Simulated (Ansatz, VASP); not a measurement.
# CaY3Cl2: VASP beside Ansatz

```xyz
6
Lattice="7.2491 0.0000 0.0000 -3.6245 6.2779 0.0000 0.0000 0.0000 3.6761" Properties=species:S:1:pos:R:3 pbc="T T T"
Ca    0.0000    0.0000    0.0000
Y     3.6245    0.0000    1.8380
Y    -1.8123    3.1389    1.8380
Y     1.8123    3.1389    1.8380
Cl    3.6245    2.0926    0.0000
Cl    0.0000    4.1853    0.0000
```

Change from the starting cell: species swapped into the CeSi2Ir3 type (P6/mmm, No. 191).

Alike in both runs: functional PBE; k mesh 3 × 3 × 6; occupations gaussian, width 0.1 eV; no spin polarisation.

Ansatz relaxed the structure, and its values are those at the end. VASP's run is a single point on that final structure, the one shown.

|  | VASP | Ansatz |
| --- | --- | --- |
| version | VASP 6.6.1 | Ansatz 0.2.0 |
| potentials or method | VASP PAW PBE potentials, release 64 (Ca_sv, Y_sv, Cl) | scalar-relativistic, plane waves, PAW |
| plane-wave cutoff (eV) | 520 | 420 |
| valence electrons in the cell | 57 | 57 |

|  | VASP | Ansatz | Ansatz less VASP |
| --- | --- | --- | --- |
| gap on the k mesh at the Fermi level (eV) | none | none | - |
| pressure (GPa) | 0.0 | 0.0 | -0.03 |

A gap of «none» marks a metal or a gap that the smearing closes.

Caveats: an odd number of electrons without spin polarisation forces a metal; a magnetic or distorted state may lie lower.
